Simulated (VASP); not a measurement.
Data:

```
CELL_PARAMETERS angstrom
      2.82628     0.00000     0.00000
      0.00000     2.84041     0.00000
      0.00000     0.00000     3.57005
ATOMIC_POSITIONS crystal
  Cu 0.00000 0.00000 0.00000
  Au 0.50000 0.50000 0.50000
```

All values below come from PBEsol GGA, VASP's PBE PAW potentials (set 64) (plane waves; VASP). Run with 480 eV cut-off, 12×12×10 Γ-centred mesh, first-order Methfessel-Paxton smearing of 0.10 eV, potentials Cu Au.

Problem. Give the stress tensor in GPa (positive for a compressed cell).

Solution. 
```
-1.03   0.00   0.00
 0.00  -1.51   0.00
 0.00   0.00  -1.76
```
The pressure is its mean diagonal, -1.43 GPa.

The compound is CuAu in the L1_0 structure. This cell was strained or had an atom moved on purpose.
